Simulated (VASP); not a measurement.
**VCdCu: magnetic orders**

Wanted: the lowest of several collinear orders of VCdCu. The cell is invented: it takes the structure of a Materials Project entry for TiCuSn (space group 186 there), with some of its atoms replaced by other elements, volume scaled by an estimate. It may not be a known or stable phase.

Method: PBEsol, DFT+U (Cu d 3 eV, V d 6 eV), spin-polarised from a ferromagnetic start; plane waves and PAW (Cd, Cu, V), in the first sound run; inputs show where later runs differ, in VASP 6.6.1.

**1. The starting structure**

It takes space group P6_3mc (No. 186, hexagonal). The conventional cell has a = 4.183 Å, b = 4.183 Å, c = 5.724 Å, α = 90.00°, β = 90.00°, γ = 120.00°. Cd has 4 Cu at 2.42 to 2.65 Å and 6 V at 2.79 to 2.82 Å nearest. Nearest to Cu lie 4 Cd at 2.42 to 2.65 Å and 6 V at 2.72 to 2.90 Å. Nearest to V lie 6 Cu at 2.72 to 2.90 Å and 6 Cd at 2.79 to 2.82 Å and 2 V at 2.86 Å. It derives from TiCuSn. It takes the structure of a Materials Project entry for TiCuSn (space group 186 there), with some of its atoms replaced by other elements, volume scaled by an estimate. Farther neighbours are not listed.

**2. Relax in the ferromagnetic state**

All later runs share one geometry, relaxed here from a start with parallel moments; where they turned over, the text says so.

INCAR reads:

```
SYSTEM = VCdCu
PREC = Accurate
ENCUT = 360
EDIFF = 1E-05
NELM = 120
ISMEAR = 1
SIGMA = 0.05
LREAL = .FALSE.
ALGO = Normal
GGA = PS
NBANDS = 37
ISPIN = 2
MAGMOM = 0 0 0.6 0.6 2 2
LDAU = .TRUE.
LDAUTYPE = 2
LDAUL = -1 2 2
LDAUU = 0 3 6
LDAUJ = 0 0 0
LDAUPRINT = 1
LASPH = .TRUE.
LMAXMIX = 4
LORBIT = 11
LWAVE = .FALSE.
LCHARG = .FALSE.
IBRION = 2
NSW = 40
ISIF = 3
EDIFFG = -0.02
POTIM = 0.4
```

POSCAR reads:

```
VCdCu
1.0
    4.1830910000      0.0000000000      0.0000000000
   -2.0915460000      3.6226630000      0.0000000000
    0.0000000000      0.0000000000      5.7240340000
Cd Cu V
2 2 2
Direct
    0.6666666700      0.3333333300      0.7435481600
    0.3333333300      0.6666666700      0.2435481600
    0.6666666700      0.3333333300      0.2798286600
    0.3333333300      0.6666666700      0.7798286600
    0.0000000000      0.0000000000      0.4986231800
    0.0000000000      0.0000000000      0.9986231800
```

KPOINTS reads:

```
Automatic mesh
0
Gamma
6 6 4
0 0 0
```

Potentials, in the order of the species: Cd, Cu and V (PBE family, release 64).

Started as:

```bash
$ mpirun -np 1 vasp_std
```

Log:

```text
[banner, memory and clock lines left out]
running    1 mpi-ranks, on    1 nodes
 distrk:  each k-point on    1 cores,    1 groups
 distr:  one band on    1 cores,    1 groups

 POSCAR found type information on POSCAR CdCuV
 POSCAR found :  3 types and       6 ions
|                                                                             |
|               ----> ADVICE to this user running VASP <----                  |
|                                                                             |
|     You enforced a specific xc type in the INCAR file but a different       |
|     [... a line on the potential file left out ...]
|     I HOPE YOU KNOW WHAT YOU ARE DOING!                                     |
|                                                                             |

 LDA part: xc-table for (Slater+PW92), standard interpolation
 POSCAR, INCAR and KPOINTS ok, starting setup
 FFT: planning ... GRIDC
 FFT: planning ... GRID_SOFT
 FFT: planning ... GRID
 WAVECAR not read
 entering main loop
       N       E                     dE             d eps       ncg     rms          rms(c)
DAV:   1     0.511368868724E+03    0.51137E+03   -0.18966E+04  3284   0.157E+03
DAV:   2     0.543917081762E+02   -0.45698E+03   -0.43384E+03  3108   0.386E+02
DAV:   3    -0.158474145460E+02   -0.70239E+02   -0.65575E+02  4169   0.184E+02
DAV:   4    -0.190630910398E+02   -0.32157E+01   -0.31929E+01  4403   0.490E+01
DAV:   5    -0.190913840334E+02   -0.28293E-01   -0.28282E-01  4212   0.434E+00    0.226E+01
DAV:   6    -0.159441971441E+02    0.31472E+01   -0.38650E+01  4252   0.705E+01    0.187E+01
DAV:   7    -0.163993667284E+02   -0.45517E+00   -0.76289E+00  4480   0.366E+01    0.774E+00
DAV:   8    -0.167644613478E+02   -0.36509E+00   -0.30873E+00  4612   0.246E+01    0.499E+00
DAV:   9    -0.169724633958E+02   -0.20800E+00   -0.75476E-01  4785   0.138E+01    0.293E+00
DAV:  10    -0.170514256022E+02   -0.78962E-01   -0.21333E-01  5042   0.867E+00    0.160E+00
DAV:  11    -0.171116114300E+02   -0.60186E-01   -0.81985E-02  5124   0.336E+00    0.804E-01
DAV:  12    -0.171590972738E+02   -0.47486E-01   -0.46484E-02  4751   0.176E+00    0.906E-01
DAV:  13    -0.171669725873E+02   -0.78753E-02   -0.46940E-03  4164   0.544E-01    0.792E-01
DAV:  14    -0.171944302393E+02   -0.27458E-01   -0.25453E-02  4603   0.121E+00    0.424E-01
DAV:  15    -0.172003389764E+02   -0.59087E-02   -0.20266E-02  4991   0.144E+00    0.313E-01
DAV:  16    -0.172001369560E+02    0.20202E-03   -0.28749E-03  4289   0.496E-01    0.197E-01
DAV:  17    -0.172005094069E+02   -0.37245E-03   -0.11369E-03  4367   0.303E-01    0.833E-02
DAV:  18    -0.172008519981E+02   -0.34259E-03   -0.55790E-04  4470   0.186E-01    0.462E-02
DAV:  19    -0.172010324817E+02   -0.18048E-03   -0.19890E-04  3745   0.100E-01    0.430E-02
DAV:  20    -0.172013256632E+02   -0.29318E-03   -0.37201E-04  3911   0.122E-01    0.430E-02
DAV:  21    -0.172014032701E+02   -0.77607E-04   -0.51021E-05  2867   0.474E-02    0.430E-02
DAV:  22    -0.172006360767E+02    0.76719E-03   -0.23491E-03  4321   0.328E-01    0.473E-02
DAV:  23    -0.171980420582E+02    0.25940E-02   -0.36983E-02  5066   0.126E+00    0.729E-02
DAV:  24    -0.171978304353E+02    0.21162E-03   -0.44188E-03  4327   0.388E-01    0.608E-02
DAV:  25    -0.171966219324E+02    0.12085E-02   -0.19736E-02  4873   0.915E-01    0.788E-02
DAV:  26    -0.171965985815E+02    0.23351E-04   -0.25084E-03  4205   0.296E-01    0.619E-02
DAV:  27    -0.171964791274E+02    0.11945E-03   -0.99162E-04  4484   0.207E-01    0.539E-02
DAV:  28    -0.171963019436E+02    0.17718E-03   -0.30630E-03  4777   0.361E-01    0.360E-02
DAV:  29    -0.171962469437E+02    0.55000E-04   -0.11004E-03  4085   0.213E-01    0.328E-02
DAV:  30    -0.171962314607E+02    0.15483E-04   -0.32204E-04  4080   0.126E-01    0.227E-02
DAV:  31    -0.171962170623E+02    0.14398E-04   -0.28628E-04  3788   0.109E-01    0.172E-02
DAV:  32    -0.171962086024E+02    0.84599E-05   -0.37325E-04  4053   0.129E-01    0.639E-03
DAV:  33    -0.171962099695E+02   -0.13671E-05   -0.14279E-04  3375   0.755E-02    0.265E-03
DAV:  34    -0.171962107585E+02   -0.78900E-06   -0.94473E-06  2049   0.335E-02
   1 F= -.17196211E+02 E0= -.17196235E+02  d E =-.171962E+02  mag=     6.7841
 curvature:   0.00 expect dE= 0.000E+00 dE for cont linesearch  0.000E+00
 trial: gam= 0.00000 g(F)=  0.234E-01 g(S)=  0.385E+01 ort = 0.000E+00 (trialstep = 0.100E+01)
 search vector abs. value=  0.388E+01
 bond charge predicted
       N       E                     dE             d eps       ncg     rms          rms(c)
DAV:   1    -0.542825176742E+02   -0.37086E+02   -0.10172E+03  3123   0.489E+02    0.579E+01
DAV:   2    -0.248319822714E+02    0.29451E+02   -0.19343E+02  3801   0.152E+02    0.188E+01
DAV:   3    -0.200566477325E+02    0.47753E+01   -0.23293E+01  4732   0.860E+01    0.207E+01
DAV:   4    -0.193406566805E+02    0.71599E+00   -0.42618E+00  4325   0.296E+01    0.143E+01
DAV:   5    -0.186755789011E+02    0.66508E+00   -0.23370E+00  4895   0.198E+01    0.808E+00
DAV:   6    -0.185140913147E+02    0.16149E+00   -0.49474E-01  4787   0.650E+00    0.273E+00
DAV:   7    -0.184221261259E+02    0.91965E-01   -0.46313E-01  4775   0.118E+01    0.643E-01
DAV:   8    -0.184290746713E+02   -0.69485E-02   -0.43891E-02  4266   0.147E+00    0.369E-01
DAV:   9    -0.184305398691E+02   -0.14652E-02   -0.46738E-03  5153   0.122E+00    0.256E-01
DAV:  10    -0.184304997639E+02    0.40105E-04   -0.16409E-03  4672   0.383E-01    0.597E-02
DAV:  11    -0.184305783412E+02   -0.78577E-04   -0.20664E-04  4039   0.123E-01    0.209E-02
DAV:  12    -0.184306062395E+02   -0.27898E-04   -0.32569E-05  3237   0.517E-02    0.147E-02
DAV:  13    -0.184306358534E+02   -0.29614E-04   -0.31542E-05  2582   0.523E-02    0.124E-02
DAV:  14    -0.184306700936E+02   -0.34240E-04   -0.54418E-05  3221   0.486E-02    0.122E-02
DAV:  15    -0.184306793958E+02   -0.93022E-05   -0.10892E-05  1995   0.211E-02
   2 F= -.18430679E+02 E0= -.18430865E+02  d E =-.123447E+01  mag=     6.9161
[... from here on, the cycles between the ionic steps are left out ...]
   3 F= -.18520828E+02 E0= -.18520814E+02  d E =-.132462E+01  mag=     6.8747
   4 F= -.18520912E+02 E0= -.18520910E+02  d E =-.132470E+01  mag=     6.8759
   5 F= -.18540856E+02 E0= -.18541071E+02  d E =-.199448E-01  mag=     6.9004
   6 F= -.18567918E+02 E0= -.18567795E+02  d E =-.470067E-01  mag=     6.8961
   7 F= -.18584024E+02 E0= -.18583891E+02  d E =-.161052E-01  mag=     6.8980
   8 F= -.18588763E+02 E0= -.18588620E+02  d E =-.208444E-01  mag=     6.9001
   9 F= -.18599956E+02 E0= -.18599998E+02  d E =-.111937E-01  mag=     6.9014
 trial-energy change:   -0.011194  1 .order   -0.011201   -0.018943   -0.003459
 step:   1.6495(harm=  1.6495)  dis= 0.01922  next Energy=   -18.600350 (dE=-0.116E-01)
 bond charge predicted
       N       E                     dE             d eps       ncg     rms          rms(c)
DAV:   1    -0.186067985944E+02   -0.68494E-02   -0.72581E-01  4391   0.658E+00    0.710E-01
DAV:   2    -0.186029481688E+02    0.38504E-02   -0.73054E-02  3971   0.547E+00    0.365E-01
DAV:   3    -0.186004740876E+02    0.24741E-02   -0.17293E-02  4355   0.326E+00    0.201E-01
DAV:   4    -0.186005221994E+02   -0.48112E-04   -0.16266E-03  4449   0.368E-01    0.126E-01
DAV:   5    -0.186004515069E+02    0.70693E-04   -0.15380E-04  4346   0.211E-01    0.816E-02
DAV:   6    -0.186004467264E+02    0.47805E-05   -0.19953E-04  4705   0.171E-01    0.288E-02
DAV:   7    -0.186004471033E+02   -0.37695E-06   -0.46588E-05  3610   0.799E-02
  10 F= -.18600447E+02 E0= -.18600547E+02  d E =-.116844E-01  mag=     6.9013
 curvature:  -1.79 expect dE=-0.220E-03 dE for cont linesearch -0.200E-05
 trial: gam= 0.03205 g(F)=  0.347E-04 g(S)=  0.885E-04 ort = 0.185E-03 (trialstep = 0.141E+01)
 search vector abs. value=  0.166E-03
 reached required accuracy - stopping structural energy minimisation
```

It took 7.7 min on 1 MPI rank of Intel Xeon 6975P-C (Granite Rapids), shared host; peak memory 0.24 GiB.

The logs omit lines about the potential files and the build; timing stands in the text.

(Part 1 of 6 ends here.)

[Lines on the potential files, build, host, timing and source positions are cut from VASP's logs without a mark.]

[Logs are printed without paths, hosts, clocks, repeated set-up lines and the standing remarks that a program may print on its own settings, such as how far it seeks lower states.]

[Hosts, paths, dates, database ids (printed as entryN), source tags and the programs' standing remarks are cut or masked in the printed files.]

[In band tables of VASP the shares of atoms and orbitals are scaled to a sum of 1 inside the atoms' spheres.]

[Runs that stopped without an error message from VASP are left out.]
